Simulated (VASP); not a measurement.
Here is the system:

```xyz
2
Lattice="0.0000 2.2189 2.2189 2.2189 0.0000 2.2189 2.2189 2.2189 0.0000" Properties=species:S:1:pos:R:3 pbc="T T T"
Ga     0.0000     0.0000     0.0000
N      1.1095     1.1095     1.1095
```

Method: r2SCAN meta-GGA, VASP's PBE PAW potentials (set 64) (plane waves; VASP 6.6.1). Numerical set-up: 600 eV cut-off, 10×10×10 Γ-centred mesh, Gaussian smearing of 0.050 eV, potentials Ga_d N.

Predict the energy per atom (σ→0), pressure, band gap (on the k-mesh) with the smallest direct gap where there is one.

```json
{
  "band gap (on the k-mesh)": "2.43 eV",
  "smallest direct gap (on the k-mesh)": "2.43 eV",
  "energy per atom (σ→0)": "-10.933 eV/atom",
  "pressure": "9.91 GPa"
}
```

Total energies compare only between runs with the same potentials, cut-off and functional.

The compound is GaN in the zinc blende structure, a metastable form; wurtzite is the usual one. It was relaxed first under an external pressure of 10 GPa.
